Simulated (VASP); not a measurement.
# CoSn with PBE: from relaxation to properties, part 8 of 9

Aim: relax CoSn with PBE, compute its properties on that cell and hold them against experiment. The start is a computed cell from the Materials Project.

VASP 6.6.1, plane waves and PAW; the level of theory is named at each step.

Still holding for the runs below: This run allows spin, but its moments start at zero, where symmetry between the spins tends to hold them, which is where the search above led. Its electron count is odd, so without a moment it is a metal by construction.

So far. Step 11 (Bands along the symmetry lines (PBE)): There is no gap at this level. Step 12 (Density of states (PBE)): The finer mesh and the other smearing move the Fermi level by +0.05 eV from the 6×6×6 run, one measure of the sampling error in the zero of the bands above. Of the states within 0.3 eV of the Fermi level, the largest shares in the PAW spheres are Co d 76 % and Sn p 6 %. The rest lies in smaller channels or between the spheres. The relaxed cell has a = 5.294, c = 4.228 Å (conventional setting).

**13. Vibrations at Γ (PBE) (continued)**

Level of this step: PBE, zero-moment start; plane waves and PAW (Co, Sn_d) (VASP).

Parts of OUTCAR (step 13):

```text
   k-points           NKPTS =     32   k-points in BZ     NKDIM =     32   number of bands    NBANDS=     45

   NELECT =      69.0000    total number of electrons

  Total        0.0201341      0.0201341     -0.2368092      0.0000000      0.0000000     -0.0000000
  in kB        0.3144046      0.3144046     -3.6979047      0.0000000      0.0000000     -0.0000000
  external PRESSURE =      -1.0230318 kB  Pullay stress =       0.0000000 kB

 POSITION                                       TOTAL-FORCE (eV/Angst)
 -----------------------------------------------------------------------------------
     -1.32343      2.29225      0.00000        -0.000000      0.000000     -0.000000
      1.32343      2.29225      0.00000        -0.000000      0.000000     -0.000000
      2.64686      0.00000      0.00000        -0.000000      0.000000     -0.000000
      2.64686      1.52817      2.11383         0.000000      0.000000      0.000000
     -0.00000      3.05633      2.11383        -0.000000      0.000000     -0.000000
      0.00000      0.00000      0.00000        -0.000000      0.000000     -0.000000
 -----------------------------------------------------------------------------------
    total drift:                                0.000000      0.000000      0.000000

 Eigenvectors and eigenvalues of the dynamical matrix
 ----------------------------------------------------

   1 f  =    7.702914 THz    48.398837 2PiTHz  256.941561 cm-1    31.856679 meV
             X         Y         Z           dx          dy          dz
     -1.323431  2.292250  0.000000     0.000000    0.000000   -0.436762
      1.323431  2.292250  0.000000    -0.000000   -0.000000   -0.436762
      2.646862  0.000000  0.000000    -0.000000   -0.000000   -0.436762
      2.646862  1.528167  2.113830    -0.000000    0.000000    0.462449
     -0.000000  3.056333  2.113830    -0.000000    0.000000    0.462449
      0.000000  0.000000  0.000000     0.000000    0.000000    0.000051

   2 f  =    7.687880 THz    48.304376 2PiTHz  256.440082 cm-1    31.794504 meV
             X         Y         Z           dx          dy          dz
     -1.323431  2.292250  0.000000    -0.500000   -0.288675   -0.000000
      1.323431  2.292250  0.000000     0.500000   -0.288675   -0.000000
      2.646862  0.000000  0.000000     0.000000    0.577350   -0.000000
      2.646862  1.528167  2.113830     0.000000    0.000000    0.000000
     -0.000000  3.056333  2.113830     0.000000    0.000000   -0.000000
      0.000000  0.000000  0.000000    -0.000000   -0.000000    0.000000

   3 f  =    7.107290 THz    44.656420 2PiTHz  237.073678 cm-1    29.393377 meV
             X         Y         Z           dx          dy          dz
     -1.323431  2.292250  0.000000    -0.379965   -0.341542   -0.000000
      1.323431  2.292250  0.000000    -0.071859    0.539264   -0.000000
      2.646862  0.000000  0.000000     0.536889   -0.167966    0.000000
      2.646862  1.528167  2.113830     0.116353    0.040700    0.000000
     -0.000000  3.056333  2.113830     0.116353    0.040700   -0.000000
      0.000000  0.000000  0.000000    -0.292696   -0.102385   -0.000000

   4 f  =    7.107290 THz    44.656420 2PiTHz  237.073678 cm-1    29.393377 meV
             X         Y         Z           dx          dy          dz
     -1.323431  2.292250  0.000000     0.361379   -0.436675   -0.000000
      1.323431  2.292250  0.000000    -0.519427   -0.128569   -0.000000
      2.646862  0.000000  0.000000     0.187803    0.480179   -0.000000
      2.646862  1.528167  2.113830     0.040700   -0.116353   -0.000000
     -0.000000  3.056333  2.113830     0.040700   -0.116353    0.000000
      0.000000  0.000000  0.000000    -0.102385    0.292696    0.000000

   5 f  =    5.341130 THz    33.559310 2PiTHz  178.160919 cm-1    22.089129 meV
             X         Y         Z           dx          dy          dz
     -1.323431  2.292250  0.000000    -0.495342   -0.209293    0.000000
      1.323431  2.292250  0.000000    -0.442140   -0.057194   -0.000000
[...]
X         Y         Z           dx          dy          dz
     -1.323431  2.292250  0.000000    -0.000000    0.000000   -0.000000
      1.323431  2.292250  0.000000    -0.000000    0.000000    0.000000
      2.646862  0.000000  0.000000    -0.000000    0.000000   -0.000000
      2.646862  1.528167  2.113830    -0.667454   -0.233465    0.000000
     -0.000000  3.056333  2.113830     0.667454    0.233465   -0.000000
      0.000000  0.000000  0.000000     0.000000   -0.000000   -0.000000

   9 f  =    4.910945 THz    30.856378 2PiTHz  163.811494 cm-1    20.310028 meV
             X         Y         Z           dx          dy          dz
     -1.323431  2.292250  0.000000     0.000000    0.000000   -0.000000
      1.323431  2.292250  0.000000    -0.000000    0.000000   -0.000000
      2.646862  0.000000  0.000000    -0.000000    0.000000    0.000000
      2.646862  1.528167  2.113830     0.233465   -0.667454   -0.000000
     -0.000000  3.056333  2.113830    -0.233465    0.667454    0.000000
      0.000000  0.000000  0.000000     0.000000   -0.000000   -0.000000

  10 f  =    4.745606 THz    29.817520 2PiTHz  158.296366 cm-1    19.626239 meV
             X         Y         Z           dx          dy          dz
     -1.323431  2.292250  0.000000     0.000000    0.000000    0.197017
      1.323431  2.292250  0.000000     0.000000   -0.000000   -0.784721
      2.646862  0.000000  0.000000    -0.000000    0.000000    0.587705
      2.646862  1.528167  2.113830    -0.000000   -0.000000   -0.000000
     -0.000000  3.056333  2.113830     0.000000    0.000000    0.000000
      0.000000  0.000000  0.000000    -0.000000    0.000000   -0.000000

  11 f  =    4.745606 THz    29.817520 2PiTHz  158.296366 cm-1    19.626239 meV
             X         Y         Z           dx          dy          dz
     -1.323431  2.292250  0.000000    -0.000000    0.000000   -0.792371
      1.323431  2.292250  0.000000    -0.000000   -0.000000    0.225564
      2.646862  0.000000  0.000000    -0.000000    0.000000    0.566807
      2.646862  1.528167  2.113830     0.000000    0.000000   -0.000000
     -0.000000  3.056333  2.113830     0.000000   -0.000000    0.000000
      0.000000  0.000000  0.000000    -0.000000    0.000000    0.000000

  12 f  =    3.183415 THz    20.001985 2PiTHz  106.187290 cm-1    13.165540 meV
             X         Y         Z           dx          dy          dz
     -1.323431  2.292250  0.000000    -0.000000    0.000000   -0.177550
      1.323431  2.292250  0.000000     0.000000    0.000000   -0.177550
      2.646862  0.000000  0.000000    -0.000000   -0.000000   -0.177550
      2.646862  1.528167  2.113830     0.000000   -0.000000   -0.251581
     -0.000000  3.056333  2.113830     0.000000   -0.000000   -0.251581
      0.000000  0.000000  0.000000    -0.000000    0.000000    0.882520

  13 f  =    3.166059 THz    19.892933 2PiTHz  105.608346 cm-1    13.093760 meV
             X         Y         Z           dx          dy          dz
     -1.323431  2.292250  0.000000    -0.010078   -0.075382   -0.000000
      1.323431  2.292250  0.000000     0.096034    0.227976   -0.000000
      2.646862  0.000000  0.000000     0.305694   -0.015599    0.000000
      2.646862  1.528167  2.113830    -0.439270   -0.153653    0.000000
     -0.000000  3.056333  2.113830    -0.439270   -0.153653   -0.000000
      0.000000  0.000000  0.000000     0.601592    0.210432   -0.000000
    [... 43 further lines ...]
     -0.000000  3.056333  2.113830     0.000000   -0.000000   -0.472068
      0.000000  0.000000  0.000000     0.000000   -0.000000   -0.470275

 ELASTIC MODULI CONTR FROM IONIC RELAXATION (kBar)
 Direction    XX          YY          ZZ          XY          YZ          ZX
 --------------------------------------------------------------------------------
 XX         -93.4268     93.4268     -0.0000     -0.0000     -0.0000     -0.0000
 YY          93.4268    -93.4268      0.0000     -0.0000      0.0000      0.0000
 ZZ          -0.0000      0.0000     -0.0000     -0.0000     -0.0000     -0.0000
 XY          -0.0000     -0.0000     -0.0000    -93.4268     -0.0000     -0.0000
 YZ          -0.0000      0.0000     -0.0000     -0.0000     -0.0000     -0.0000
 ZX          -0.0000      0.0000     -0.0000     -0.0000     -0.0000     -0.0000
 --------------------------------------------------------------------------------

 magnetization (x)
# of ion       s       p       d       tot
------------------------------------------
    1        0.000   0.000   0.000   0.000
    2        0.000   0.000   0.000   0.000
    3        0.000   0.000   0.000   0.000
    4        0.000   0.000  -0.000   0.000
    5        0.000   0.000  -0.000   0.000
    6        0.000   0.000  -0.000   0.000
--------------------------------------------------
tot          0.000   0.000   0.000   0.000

[... 6 parts as in an earlier step ...]

[... 4 further parts left out ...]
```

Energies printed during the response cycles are not total energies of the cell.

This step gave:

| Property | Result |
| --- | --- |
| bands | 45 |
| irreducible k-points | 32 |
| pressure of the cell | -0.1023 GPa |
| largest force of the cell | 0 eV/Å |
| Fermi energy | 9.801 eV |

Modes at Γ, with each element's share of the kinetic energy:

| mode | frequency (cm⁻¹) | symmetry | Co % | Sn % |
| --- | --- | --- | --- | --- |
| 1 | -0.3 | acoustic | 33 | 67 |
| 2 | -0.1 | acoustic | 33 | 67 |
| 3 | -0.1 | acoustic | 33 | 67 |
| 4 | 67.2 | Bu | 100 | 0 |
| 5 | 105.6 | E1u | 16 | 84 |
| 6 | 105.6 | E1u | 16 | 84 |
| 7 | 106.2 | A2u | 9 | 91 |
| 8 | 158.3 | E2u | 100 | 0 |
| 9 | 158.3 | E2u | 100 | 0 |
| 10 | 163.8 | E2g | 0 | 100 |
| 11 | 163.8 | E2g | 0 | 100 |
| 12 | 177.3 | Bg | 0 | 100 |
| 13 | 178.2 | E1u | 63 | 37 |
| 14 | 178.2 | E1u | 63 | 37 |
| 15 | 237.1 | E1u | 87 | 13 |
| 16 | 237.1 | E1u | 87 | 13 |
| 17 | 256.4 | Bu | 100 | 0 |
| 18 | 256.9 | A2u | 57 | 43 |

Displacements in mode 4 (67.2 cm⁻¹), the largest set to 1:
```
Co1  0.50 -0.87  0.00
Co2  0.50  0.87  0.00
Co3 -1.00  0.00  0.00
Sn4  0.00  0.00  0.00
Sn5  0.00  0.00  0.00
Sn6  0.00  0.00  0.00
```

Displacements in mode 16 (237.1 cm⁻¹), the largest set to 1:
```
Co1 -0.70 -0.63  0.00
Co2 -0.13  1.00  0.00
Co3  1.00 -0.31  0.00
Sn4  0.15  0.05  0.00
Sn5  0.15  0.05  0.00
Sn6 -0.38 -0.13  0.00
```

The three acoustic modes lie within 0.3 cm⁻¹ of zero, and all others are real. By the characters of their eigenvectors the optical modes sort into (cm⁻¹) Raman active: E2g 164; infrared active: E1u 106, A2u 106, E1u 178, E1u 237, A2u 257; silent: Bu 67, E2u 158, Bg 177, Bu 256. B labels carry no number here, since it depends on the setting of the axes. With a centre of inversion no mode is active in both.

(Continued in part 9 of 9.)

[Lines on the potential files, build, host, timing and source positions are cut from VASP's logs without a mark.]

[Logs are printed without paths, hosts, clocks, repeated set-up lines and the standing remarks that a program may print on its own settings, such as how far it seeks lower states.]

[Hosts, paths, dates, database ids (printed as entryN), source tags and the programs' standing remarks are cut or masked in the printed files.]

[A measured line is paired with the nearest computed mode of its activity, which favours agreement.]

[In band tables of VASP the shares of atoms and orbitals are scaled to a sum of 1 inside the atoms' spheres.]
